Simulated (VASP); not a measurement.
The input files of a VASP run:

### POSCAR
```
BaTiO3
4.0
  1.0000000000   0.0000000000   0.0000000000
  0.0000000000   1.0000000000   0.0000000000
  0.0000000000   0.0000000000   1.0000000000
Ba Ti O
1 1 3
Cart
 -0.0038430000  -0.0039880000  -0.0077810000
  0.5077620000   0.5000910000   0.4995910000
  0.4980690000  -0.0044550000   0.4985380000
 -0.0030940000   0.5099380000   0.5023070000
  0.5011060000   0.4984150000   0.0073450000
```

**INCAR**
```
SYSTEM = BaTiO3
PREC = Accurate
ENCUT = 400
EDIFF = 1E-6
NELM = 100
ALGO = Normal
LREAL = .FALSE.
LASPH = .TRUE.
ISMEAR = -1
SIGMA = 0.02
GGA = PS
LMAXMIX = 4
LWAVE = .FALSE.
LCHARG = .FALSE.
ISIF = 2
LDAU = .TRUE.
LDAUTYPE = 2
LDAUL = -1 2 -1
LDAUU = 0 6.0 0
LDAUJ = 0 0 0
```

File KPOINTS:
```
Automatic mesh
0
Gamma
4 4 4
0 0 0
```

POTCAR, in this order: Ba_sv Ti_sv O (PBE.64 set). Program: vasp_std.

Task: Write an equivalent input for Quantum ESPRESSO's pw.x.

Result: One equivalent input (not run):
```
&CONTROL
  calculation = 'scf'
  pseudo_dir = './pseudo'
  outdir = './out'
  tprnfor = .true.
  tstress = .true.
/
&SYSTEM
  ibrav = 0
  nat = 5
  ntyp = 3
  ecutwfc = 84
  occupations = 'smearing'
  smearing = 'fermi-dirac'
  degauss = 0.00147
  input_dft = 'pbesol'
/
&ELECTRONS
  conv_thr = 7.3e-08
  electron_maxstep = 100
/
ATOMIC_SPECIES
  Ba 137.327 Ba.upf
  Ti 47.867 Ti.upf
  O 15.999 O.upf
CELL_PARAMETERS angstrom
     4.0000000    0.0000000    0.0000000
     0.0000000    4.0000000    0.0000000
     0.0000000    0.0000000    4.0000000
ATOMIC_POSITIONS crystal
  Ba  -0.0038430 -0.0039880 -0.0077810
  Ti   0.5077620  0.5000910  0.4995910
  O    0.4980690 -0.0044550  0.4985380
  O   -0.0030940  0.5099380  0.5023070
  O    0.5011060  0.4984150  0.0073450
K_POINTS automatic
  4 4 4 0 0 0
HUBBARD {ortho-atomic}
U Ti-3d 6
```
The two are equivalent in intent, not identical: the potentials are each code's own (VASP's PAW set, PseudoDojo norm-conserving files in pw.x), so ENCUT and ecutwfc are chosen apart and not converted; conv_thr bounds pw.x's estimated SCF error, while EDIFF bounds the energy change between steps; the +U projectors differ (PAW spheres against orthogonalised atomic orbitals), so the same U acts differently.

The structure is a typed BaTiO3 crystal. The cell was not relaxed at this level, atoms are displaced from their ideal sites. The run is one of a series of settings (LDAU = .TRUE., LDAUJ = 0 0 0, LDAUL = -1 2 -1, LDAUTYPE = 2, LDAUU = 0 6.0 0 against the base run), some of them coarse on purpose.
